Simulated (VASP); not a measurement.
Level of theory: TPSS meta-GGA, VASP's PBE PAW potentials (set 64) (plane waves; VASP 6.6.1).

VASP ran on this input.

KPOINTS:
```
Automatic mesh
0
Gamma
5 5 5
0 0 0
```

### POSCAR
```
BaHfO3
1
    4.1852210006    -0.0000000000    -0.0000000000
    0.0000000000     4.1852210006    -0.0000000000
    0.0000000000     0.0000000000     4.1852210006
Ba Hf O
1 1 3
Direct
  0.0000000000   0.0000000000   0.0000000000
  0.5000000000   0.5000000000   0.5000000000
  0.5000000000   0.0000000000   0.5000000000
  0.0000000000   0.5000000000   0.5000000000
  0.5000000000   0.5000000000   0.0000000000
```

### INCAR
```
ALGO=Normal
EDIFF=1E-6
EDIFFG=-0.02
ENCUT=520
IBRION=2
ISIF=3
ISMEAR=0
LASPH=.True.
LCHARG=.False.
LMAXMIX=6
LMIXTAU=.True.
LREAL=.False.
LWAVE=.False.
METAGGA=TPSS
NELM=100
NSW=60
PREC=Accurate
SIGMA=0.05
SYSTEM=BaHfO3
```

POTCAR, in this order: Ba_sv Hf_pv O (PBE.64 set). Program: vasp_std.

Output of the run:

File OSZICAR:
```
       N       E                     dE             d eps       ncg     rms          rms(c)
DAV:   1     0.351929818321E+03    0.35193E+03   -0.21673E+04   460   0.174E+03
DAV:   2     0.124466038658E+02   -0.33948E+03   -0.33233E+03   642   0.514E+02
DAV:   3    -0.135145443888E+02   -0.25961E+02   -0.25855E+02   602   0.129E+02
DAV:   4    -0.142727919083E+02   -0.75825E+00   -0.75715E+00   667   0.258E+01
DAV:   5    -0.142973996029E+02   -0.24608E-01   -0.24602E-01   680   0.346E+00    0.762E+01
DAV:   6    -0.640956161900E+02   -0.49798E+02   -0.21472E+02   460   0.154E+02    0.324E+01
DAV:   7    -0.595451374007E+02    0.45505E+01   -0.31535E+01   586   0.388E+01    0.326E+01
DAV:   8    -0.619173179235E+02   -0.23722E+01   -0.15785E+01   561   0.207E+01    0.257E+01
DAV:   9    -0.638825071303E+02   -0.19652E+01   -0.71850E+01   488   0.429E+01    0.258E+01
DAV:  10    -0.598099647866E+02    0.40725E+01   -0.14281E+01   488   0.227E+01    0.694E+00
DAV:  11    -0.599427089650E+02   -0.13274E+00   -0.64164E-01   651   0.539E+00    0.106E+00
DAV:  12    -0.599457327460E+02   -0.30238E-02   -0.46684E-03   605   0.511E-01    0.103E+00
DAV:  13    -0.599756113834E+02   -0.29879E-01   -0.83086E-03   565   0.885E-01    0.109E+00
DAV:  14    -0.599581115555E+02    0.17500E-01   -0.73587E-03   598   0.593E-01    0.926E-01
DAV:  15    -0.599579598234E+02    0.15173E-03   -0.11705E-01   460   0.296E+00    0.313E+00
DAV:  16    -0.599596719836E+02   -0.17122E-02   -0.34182E-02   474   0.151E+00    0.194E+00
DAV:  17    -0.599564652144E+02    0.32068E-02   -0.90311E-02   540   0.251E+00    0.978E-01
DAV:  18    -0.599675858209E+02   -0.11121E-01   -0.14649E-02   654   0.106E+00    0.141E+00
DAV:  19    -0.599675954068E+02   -0.95859E-05   -0.41496E-04   650   0.139E-01    0.139E+00
DAV:  20    -0.599664236171E+02    0.11718E-02   -0.22539E-03   617   0.305E-01    0.857E-01
DAV:  21    -0.599656981641E+02    0.72545E-03   -0.43330E-03   552   0.350E-01    0.472E-01
DAV:  22    -0.599657767312E+02   -0.78567E-04   -0.60067E-04   683   0.171E-01    0.262E-01
DAV:  23    -0.599658236633E+02   -0.46932E-04   -0.48839E-04   535   0.187E-01    0.169E-01
DAV:  24    -0.599658776809E+02   -0.54018E-04   -0.12116E-04   702   0.813E-02    0.212E-01
DAV:  25    -0.599659339481E+02   -0.56267E-04   -0.76577E-05   516   0.735E-02    0.882E-02
DAV:  26    -0.599659318138E+02    0.21343E-05   -0.86233E-06   682   0.261E-02    0.421E-02
DAV:  27    -0.599659378009E+02   -0.59870E-05   -0.83004E-06   569   0.211E-02    0.125E-02
DAV:  28    -0.599659376120E+02    0.18884E-06   -0.18358E-06   425   0.119E-02
   1 F= -.59965938E+02 E0= -.59965938E+02  d E =-.599659E+02
```

File OUTCAR:
```
------------------------ aborting loop because EDIFF is reached ----------------------------------------
  FORCE on cell =-STRESS in cart. coord.  units (eV):
  Direction    XX          YY          ZZ          XY          YZ          ZX
  --------------------------------------------------------------------------------------
  Total       -0.0232318     -0.0232318     -0.0232318      0.0000000      0.0000000     -0.0000000
  in kB       -0.5077364     -0.5077364     -0.5077364      0.0000000      0.0000000     -0.0000000
  external PRESSURE =      -0.5077364 kB  Pullay stress =       0.0000000 kB
  volume of cell :       73.31
      direct lattice vectors                 reciprocal lattice vectors
     4.185221001  0.000000000  0.000000000     0.238936008  0.000000000  0.000000000
     0.000000000  4.185221001  0.000000000     0.000000000  0.238936008  0.000000000
     0.000000000  0.000000000  4.185221001     0.000000000  0.000000000  0.238936008
 POSITION                                       TOTAL-FORCE (eV/Angst)
 -----------------------------------------------------------------------------------
      0.00000      0.00000      0.00000         0.000000      0.000000      0.000000
      2.09261      2.09261      2.09261         0.000000      0.000000      0.000000
      2.09261      0.00000      2.09261         0.000000      0.000000      0.000000
      0.00000      2.09261      2.09261         0.000000      0.000000      0.000000
      2.09261      2.09261      0.00000         0.000000      0.000000      0.000000
 -----------------------------------------------------------------------------------
    total drift:                                0.000000     -0.000000     -0.000000
  FREE ENERGIE OF THE ION-ELECTRON SYSTEM (eV)
  ---------------------------------------------------
  free  energy   TOTEN  =       -59.9659376120 eV

  energy  without entropy=      -59.9659376120  energy(sigma->0) =      -59.96593761

 reached required accuracy - stopping structural energy minimisation
```
(Selected blocks of OUTCAR.)

The compound is BaHfO3 in the cubic perovskite structure. It was relaxed first. The start is the result of an earlier pass.
